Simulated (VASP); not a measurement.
Input:

```
LuGe2
1.0
    0.00000     3.42935     3.42935
    3.42935     0.00000     3.42935
    3.42935     3.42935     0.00000
Lu Ge
1 2
Direct
  0.00000   0.00000   0.00000
  0.25000   0.25000   0.25000
  0.75000   0.75000   0.75000
```

Computed with PBE GGA, VASP's PBE PAW potentials (set 64) (plane waves; VASP 6.6.1). Settings: 300 eV cut-off, 7×7×7 Γ-centred mesh, Gaussian smearing of 0.20 eV, potentials Lu_3 Ge_d.

At this cut-off the stress carries a Pulay error, which pulls relaxed volumes low. Energy and stress use the plane-wave basis of the starting cell.

Problem. The ions, cell shape and volume are relaxed. Predict the relaxed structure.

Solution. 
```
LuGe2
1.0
    0.00000     3.31769     3.31769
    3.31769     0.00000     3.31769
    3.31769     3.31769     0.00000
Lu Ge
1 2
Cartesian
  0.00000   0.00000   0.00000
  1.65885   1.65885   1.65885
  4.97654   4.97654   4.97654
```
Space group Fm-3m (225), at a tolerance of 0.03 Å.

Problem. How do energy and volume change from the first to the last step?

Solution. The energy (σ→0) changes by -45.5 meV/atom and the volume by -9.5 %, in 3 ionic steps.

The structure was generated: LuGe2 was put into an ordered model structure, which need not be its known phase. This run relaxes it. Symmetry was kept, so distortions that lower it aren't found. The run is one of a series of settings (EDIFFG = -0.01, IBRION = 2, ISIF = 3, NSW = 50 against the base run), some of them coarse on purpose. The electron count is odd and the run is not spin-polarised, which forces a metal.
